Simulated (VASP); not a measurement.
Energy against volume of Rh (fcc). These are PBE GGA with D3 dispersion (Becke-Johnson damping), VASP's PBE PAW potentials (set 64) (plane waves; VASP) values and carry that method's errors.

```csv
V (Å³/atom),E (eV/atom)
12.825,-7.84958
13.234,-7.88780
13.643,-7.89993
14.052,-7.89033
14.462,-7.86270
```

### Question
Fit a third-order Birch-Murnaghan equation of state.

### Answer

```
Item                                              Value
---------------------------------------  --------------
volume per atom                          13.65 Å^3/atom
bulk modulus                                    281 GPa
pressure derivative of the bulk modulus            5.15
lattice constant a                              3.794 Å
```

Measured: bulk modulus 271 GPa at 0 K (computed value off by +3.8 %), as given by H. Levämäki et al., Physical Review B (2014), arXiv:1402.3671 [corrected for temperature and zero-point phonon effects]; a 3.794 Å at 0 K (computed value off by +0.0 %), as given by Daniel Mejia-Rodriguez et al., Physical Review B (2018), arXiv:1807.09216 [static lattice: zero-point anharmonic expansion removed].

The compound is Rh in the fcc structure. It was relaxed first.
